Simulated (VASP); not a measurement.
Runs of VASP 6.6.1 on Mg6TiCo. The structure is orthorhombic, space group Amm2 (No. 38). The conventional cell has a = 4.717 Å, b = 6.037 Å, c = 11.000 Å, α = 90.00°, β = 90.00°, γ = 90.00°. Around Co (site symmetry mm2) lie 2 Ti at 2.64 Å and 2 Mg at 2.78 Å. Ti (site symmetry mm2) has 2 Co at 2.64 Å and 8 Mg at 2.91 to 3.03 Å as nearest neighbours. Mg (site symmetry mm2) is surrounded by 10 Mg at 2.96 to 3.21 Å and 2 Ti at 3.03 Å. Around Mg (site symmetry m) lie 8 Mg at 2.89 to 3.21 Å and 1 Ti at 2.91 Å and 2 Co at 3.07 Å. Mg (site symmetry mm2) is surrounded by 10 Mg at 2.96 to 3.16 Å and 2 Co at 3.04 Å. Mg (site symmetry m) has 1 Co at 2.78 Å and 8 Mg at 2.90 to 3.16 Å and 2 Ti at 3.01 Å as nearest neighbours. The cell comes from a database or a generator and needn't be the stable form of this composition.

| task | level | potentials or basis | spin | U | fixed moment (μB) | k mesh | cutoff (eV) | smearing | LDAUTYPE | hund's J | other keys | gap on the mesh (eV) | pressure (GPa) | moment (μB) | largest force (eV/Å) |
| --- | --- | --- | --- | --- | --- | --- | --- | --- | --- | --- | --- | --- | --- | --- | --- |
| single point | LDA+U | VASP PAW LDA potentials, release 64 (Co, Ti, Mg) | collinear, ferrimagnetic start | Co d U = 3 eV, J = 1.0 eV, Ti d U = 1 eV, J = 1.0 eV | - | 6 × 5 × 5 | 500 | gaussian 0.05 eV | 1 | 1 | - | none | -3.1 | 0.81 | 0.15 |
| single point | PBE | VASP PAW PBE potentials, release 64 (Co, Ti_pv, Mg_pv) | collinear, ferromagnetic start | - | - | 6 × 5 × 5 | 520 | gaussian 0.02 eV | - | - | - | none | (b) | 0.29 | 0.05 |
| single point | PBE+D2+U | VASP PAW PBE potentials, release 64 (Co, Ti_sv, Mg) | collinear, ferromagnetic start | Co d U = 3.5 eV, J = 1.0 eV, Ti d U = 5 eV, J = 1.0 eV | - | 5 × 4 × 4 | 520 | methfessel-paxton 0.01 eV | 2 | 1 | ISMEAR = 1; SIGMA = 0.01; k = 5 × 4 × 4 | none | 0.1 | 0.25 | 0.88 |
| optical spectrum | PBE+rVV10+U | VASP PAW PBE potentials, release 64 (Co_GW, Ti_sv_GW, Mg_GW) | collinear, antiferromagnetic start | Co d U = 1 eV, J = 0.5 eV, Ti d U = 8 eV, J = 0.5 eV | 4 | 6 × 5 × 5 | 550 | tetrahedron | 1 | 0.5 | - | - | (c) | 4.00 | (a) |

Alike in all rows: cell as given.

Q: Fill in the values left out.

A: (a) 0.82; (b) -0.1; (c) 3.3.

Caveats: the U is typed as a test and isn't derived for this compound (some runs); atom-pairwise D2, TS and ULG terms overbind metals (some runs); pairwise dispersion overbinds metals, which lowers pressure and volume (some runs); the moment is held away from its start (some runs); the total moment is fixed, so each spin has its own Fermi level (some runs).

A gap of «none» marks a metal or a gap under the smearing width.

The runs don't all hold the same shells in valence.
